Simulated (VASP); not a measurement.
Data:

```
YN
1.0
    0.00000     2.42776     2.39134
    2.42776     0.00000     2.39134
    2.42776     2.42776     0.00000
Y N
1 1
Cartesian
  0.00000   0.00000   0.00000
  2.42776   2.42776   2.39134
```

The numbers are results of PBEsol GGA, VASP's PBE PAW potentials (set 64) (plane waves; VASP), not measurements. Settings: 600 eV cut-off, 10×10×10 Γ-centred mesh, Gaussian smearing of 0.050 eV, potentials Y_sv N.

**Question.** Give the stress tensor in GPa (positive for a compressed cell).

**Answer.** 
```
1.13  0.00  0.00
0.00  1.13  0.00
0.00  0.00  5.55
```
The pressure is its mean diagonal, 2.61 GPa.

The compound is YN in the rock salt structure. This cell was strained or had an atom moved on purpose.
